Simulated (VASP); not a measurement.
Consider the following.

```
CELL_PARAMETERS angstrom
      0.00000     2.35716     2.35716
      2.35716     0.00000     2.35716
      2.35716     2.35716     0.00000
ATOMIC_POSITIONS crystal
  Li 0.25000 0.25000 0.25000
  Li 0.75000 0.75000 0.75000
  O  0.00000 0.00000 0.00000
```

Computed with PBE GGA, VASP's PBE PAW potentials (set 64) (plane waves; VASP). Settings: 520 eV cut-off, 10×10×10 Γ-centred mesh, Gaussian smearing of 0.050 eV, potentials Li_sv O.

Question: The job: Li2O (antifluorite), 3 atoms, PBE, static run, 520 eV, 10×10×10 Γ-centred mesh. Roughly how much core time does it take on a busy server core?

Answer: About 10 core-seconds (one run on a shared machine, a rough figure). It had 47 irreducible k-points, 10 bands, up to 725 plane waves and 14 electronic steps.

The compound is Li2O in the antifluorite structure. This cell is one point of a volume scan, at 1.06 of the reference volume.
